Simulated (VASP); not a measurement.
Energy against volume of BAs (zinc blende). Computed with PW91 GGA, VASP's PBE PAW potentials (set 64) (plane waves; VASP).

| V (Å³/atom) | E (eV/atom) |
|---|---|
| 13.148 | -5.68918 |
| 13.568 | -5.70684 |
| 13.987 | -5.71238 |
| 14.407 | -5.70754 |
| 14.827 | -5.69382 |

Fit a third-order Birch-Murnaghan equation of state.

The volume per atom is 13.99 Å³/atom, the bulk modulus is 132 GPa and the pressure derivative of the bulk modulus is 4.18. The lattice constant a is 4.819 Å.

Measured: bulk modulus 142 GPa (computed value off by -7.3 %), as given by PMC11618452 (zinc blende boron arsenide), quoting Tian et al.; a 4.777 Å (computed value off by +0.9 %), as given by M J Lucero et al., Journal of Physics Condensed Matter (2012), arXiv:1111.4515. The calculation is for a static lattice, while the measured bulk modulus, a hold thermal and zero-point effects, which are part of the difference.

The compound is BAs in the zinc blende structure. It was relaxed first.
